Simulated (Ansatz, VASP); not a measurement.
# PtSe2: VASP beside Ansatz

Aim: how closely do two programs agree when they are given the same cell, functional and k mesh? The start cell is built, not measured: As first built, before any earlier steps moved the atoms: it takes the PtS2 structure with some of its atoms replaced by other elements, volume scaled by an estimate. The cell comes out of the VASP series on this material, whose earlier steps may have relaxed, scaled or displaced it; both programs get it as it stands.

Calculated with Ansatz 0.2.0; plane waves, with VASP 6.6.1 beside it; band structure at HSE03.

## (1) The starting structure

The structure is trigonal, space group P-3m1 (No. 164). Conventional cell: a = 3.785 Å, b = 3.785 Å, c = 5.384 Å, α = 90.00°, β = 90.00°, γ = 120.00°. Pt has 6 Se at 2.54 Å nearest. Se has 3 Pt at 2.54 Å nearest. As first built, before any earlier steps moved the atoms: sites of the PtS2 structure (space group 164) filled with other elements, volume scaled by an estimate. Farther neighbours and most contacts between anions are not listed.

## (2) VASP: band structure, HSE03

Levels along a path test the potential and the projectors away from the mesh points.

Lines of VASP's logs that name or quote its potential files are left out, and so is its time.

File INCAR:

```
SYSTEM = PtSe2
PREC = Accurate
ENCUT = 400
EDIFF = 1E-06
NELM = 100
ISMEAR = 0
SIGMA = 0.02
LREAL = .FALSE.
ALGO = Normal
LHFCALC = .TRUE.
AEXX = 0.25
GGA = PE
HFSCREEN = 0.3
LASPH = .TRUE.
NBANDS = 17
PRECFOCK = Fast
LORBIT = 11
LWAVE = .FALSE.
LCHARG = .FALSE.
KPAR = 4
```

File POSCAR:

```
PtSe2
1.0
    3.7845975877      0.0000000000      0.0000000000
   -1.8922987938      3.2775575000      0.0000000000
    0.0000000000      0.0000000000      5.3840240956
Pt Se
1 2
Direct
    0.0000000000      0.0000000000      0.0000000000
    0.3333333300      0.6666666700      0.2389777842
    0.6666666700      0.3333333300      0.7610222158
```

File KPOINTS:

```
Automatic mesh
0
Gamma
4 4 3
0 0 0
```

File KPOINTS_OPT:

```
Line mode
6
Line-mode
Reciprocal
  0.00000000   0.00000000   0.00000000 GAMMA
  0.50000000   0.00000000   0.00000000 M

  0.50000000   0.00000000   0.00000000 M
  0.33333333   0.33333333   0.00000000 K

  0.33333333   0.33333333   0.00000000 K
  0.00000000   0.00000000   0.00000000 GAMMA

  0.00000000   0.00000000   0.00000000 GAMMA
  0.00000000   0.00000000   0.50000000 A

  0.00000000   0.00000000   0.50000000 A
  0.50000000   0.00000000   0.50000000 L

  0.50000000   0.00000000   0.50000000 L
  0.33333333   0.33333333   0.50000000 H

  0.33333333   0.33333333   0.50000000 H
  0.00000000   0.00000000   0.50000000 A

  0.50000000   0.00000000   0.50000000 L
  0.50000000   0.00000000   0.00000000 M

  0.33333333   0.33333333   0.00000000 K
  0.33333333   0.33333333   0.50000000 H
```

PAW data sets: Pt and Se (PBE family, release 64).

Run with:

```sh
$ mpirun -np 4 vasp_std
```

Numbers of over 12 decimals in the logs are rounded to 6 here.

The program printed:

```text
[banner, memory and clock lines left out]
running    4 mpi-ranks, on    1 nodes
 distrk:  each k-point on    1 cores,    4 groups
 distr:  one band on    1 cores,    1 groups

 POSCAR found type information on POSCAR PtSe
 POSCAR found :  2 types and       3 ions
 LDA part: xc-table for (Slater+PW92), standard interpolation
 found WAVECAR, reading the header
 POSCAR, INCAR and KPOINTS ok, starting setup
 FFT: planning ... GRIDC
 FFT: planning ... GRID_SOFT
 FFT: planning ... GRID
 reading WAVECAR
 the WAVECAR file was read successfully
 initial charge from wavefunction
 entering main loop
       N       E                     dE             d eps       ncg     rms          rms(c)
DAV:   1    -0.166551383863E+02   -0.16655E+02   -0.69688E-01   323   0.691E+00    0.189E+00
DAV:   2    -0.166656963017E+02   -0.10558E-01   -0.35689E-02   370   0.146E+00    0.118E+00
DAV:   3    -0.166650456898E+02    0.65061E-03   -0.31949E-03   338   0.476E-01    0.702E-01
DAV:   4    -0.166646474867E+02    0.39820E-03   -0.10503E-03   374   0.256E-01    0.390E-01
DAV:   5    -0.166645186637E+02    0.12882E-03   -0.15831E-04   362   0.106E-01    0.219E-01
DAV:   6    -0.166644902407E+02    0.28423E-04   -0.48155E-05   357   0.498E-02    0.122E-01
DAV:   7    -0.166644830753E+02    0.71653E-05   -0.10794E-05   353   0.256E-02    0.702E-02
DAV:   8    -0.166644823501E+02    0.72527E-06   -0.29858E-06   320   0.116E-02
   1 F= -.16664482E+02 E0= -.16664482E+02  d E =-.147452E-06
 Start KPOINTS_OPT (optional k-point list driver)
k-point batch [1-9\54]
       N       E                     dE             ncg
DAV:   1     0.874476233865E+03   -0.30218E+04      322
DAV:   2    -0.169671040854E+03   -0.10441E+04      389
DAV:   3    -0.246065129943E+03   -0.76394E+02      347
DAV:   4    -0.247189048527E+03   -0.11239E+01      356
DAV:   5    -0.247200586641E+03   -0.11538E-01      371
DAV:   6    -0.247200727187E+03   -0.14055E-03      371
DAV:   7    -0.247200730008E+03   -0.28208E-05      356
DAV:   8    -0.247200730076E+03   -0.67611E-07      293
[...]
k-point batch [46-54\54]
       N       E                     dE             ncg
DAV:   1     0.761576790848E+03   -0.53485E+04      322
DAV:   2    -0.217594230815E+03   -0.97917E+03      350
DAV:   3    -0.282111336959E+03   -0.64517E+02      357
DAV:   4    -0.283202939101E+03   -0.10916E+01      390
DAV:   5    -0.283212569190E+03   -0.96301E-02      371
DAV:   6    -0.283212688601E+03   -0.11941E-03      387
DAV:   7    -0.283212691243E+03   -0.26423E-05      363
DAV:   8    -0.283212691324E+03   -0.80917E-07      299
```

OUTCAR, selected parts (step 2):

```text
ion  position               nearest neighbor table
   1  0.000  0.000  0.000-   2 2.54   3 2.54   3 2.54   2 2.54   3 2.54   2 2.54
   2  0.333  0.667  0.239-   1 2.54   1 2.54   1 2.54
   3  0.667  0.333  0.761-   1 2.54   1 2.54   1 2.54

  LATTYP: Found a hexagonal cell.
 ALAT       =     3.7845975877
 C/A-ratio  =     1.4226146825

 Subroutine GETGRP returns: Found 12 space group operations
 (whereof 12 operations were pure point group operations)

The static configuration has the point symmetry D_3d.

 Found      9 irreducible k-points:

   k-points           NKPTS =      9   k-points in BZ     NKDIM =     48   number of bands    NBANDS=     17

   dimension x,y,z NGX =    28 NGY =   28 NGZ =   36
   dimension x,y,z NGXF=    56 NGYF=   56 NGZF=   72

   ENCUT  =  400.0 eV  29.40 Ry    5.42 a.u.   6.17  6.17  8.78*2*pi/ulx,y,z

   NELECT =      22.0000    total number of electrons

 k-points in reciprocal lattice and weights: Automatic mesh
   0.00000000  0.00000000  0.00000000       0.021
   0.25000000  0.00000000  0.00000000       0.125
   0.50000000  0.00000000  0.00000000       0.062
   0.25000000  0.25000000  0.00000000       0.125
   0.00000000  0.00000000  0.33333333       0.042
   0.25000000  0.00000000  0.33333333       0.125
   0.00000000  0.25000000  0.33333333       0.125
   0.50000000  0.00000000  0.33333333       0.125
   0.25000000  0.25000000  0.33333333       0.250

  exchange ACFDT corr.  =         0.00000000  see jH, gK, PRB 81, 115126

 average (electrostatic) potential at core
       1 -64.9295       2 -50.3870       3 -50.3870

 E-fermi :   5.2780

 k-point     1 :       0.0000    0.0000    0.0000
  band No.  band energies     occupation
    ...
      7       0.5132      2.00000
      8       2.0478      2.00000
      9       3.9667      2.00000
     10       3.9667      2.00000
     11       5.2210      1.99994
     12       6.9770      0.00000
     13       6.9770      0.00000
     14       9.5291      0.00000
     15       9.5766      0.00000
     16      13.0577      0.00000
    ...

 k-point     2 :       0.2500    0.0000    0.0000
  band No.  band energies     occupation
    ...
      7       0.2647      2.00000
      8       1.2551      2.00000
      9       2.6576      2.00000
     10       3.1963      2.00000
     11       3.8701      2.00000
     12       6.4582      0.00000
     13       7.1292      0.00000
     14      10.4290      0.00000
     15      11.9643      0.00000
     16      13.3604      0.00000
    ...

 k-point     3 :       0.5000    0.0000    0.0000
  band No.  band energies     occupation
    ...
      7       0.9283      2.00000
      8       1.0761      2.00000
      9       1.5984      2.00000
     10       1.6286      2.00000
     11       1.7854      2.00000
     12       6.1819      0.00000
     13       7.5502      0.00000
     14      10.1090      0.00000
     15      11.3474      0.00000
     16      12.8241      0.00000
    ...

  energy-cutoff  :      400.00
  volume of cell :       66.78
      direct lattice vectors                 reciprocal lattice vectors
     3.784597588  0.000000000  0.000000000     0.264228885  0.152552625  0.000000000
    -1.892298794  3.277557500  0.000000000     0.000000000  0.305105250  0.000000000
     0.000000000  0.000000000  5.384024096     0.000000000  0.000000000  0.185734681

 POSITION                                       TOTAL-FORCE (eV/Angst)
 -----------------------------------------------------------------------------------
      0.00000      0.00000      0.00000        -0.000000      0.000000      0.000000
     -0.00000      2.18504      1.28666         0.000000      0.000000     -0.426362
      1.89230      1.09252      4.09736        -0.000000      0.000000      0.426362
 -----------------------------------------------------------------------------------
    total drift:                                0.000000      0.000000     -0.000002

  FREE ENERGIE OF THE ION-ELECTRON SYSTEM (eV)
  ---------------------------------------------------
  free  energy   TOTEN  =       -16.6644823501 eV

  energy  without entropy=      -16.6644822026  energy(sigma->0) =      -16.66448228

 total charge
# of ion       s       p       d       tot
------------------------------------------
    1        0.696   0.678   8.008   9.381
    2        1.495   2.255   0.057   3.807
    3        1.495   2.255   0.057   3.807
--------------------------------------------------
tot          3.686   5.188   8.122  16.996

[... 3 further parts left out ...]
```

The k-mesh is coarse for exact exchange; levels may shift by about 0.1 eV on a finer one. Spin-orbit coupling is off here; with elements this heavy it splits and shifts levels by tenths of an eV or more. The PAW data sets were made with PBE, which is usual practice but a small mismatch for other functionals.

(Continued in part 2 of 2.)

[Lines on the potential files, build, host, timing and source positions are cut from VASP's logs without a mark.]

[Logs are printed without paths, hosts, clocks, repeated set-up lines and the standing remarks that a program may print on its own settings, such as how far it seeks lower states.]

[Hosts, paths, dates, database ids (printed as entryN), source tags and the programs' standing remarks are cut or masked in the printed files.]
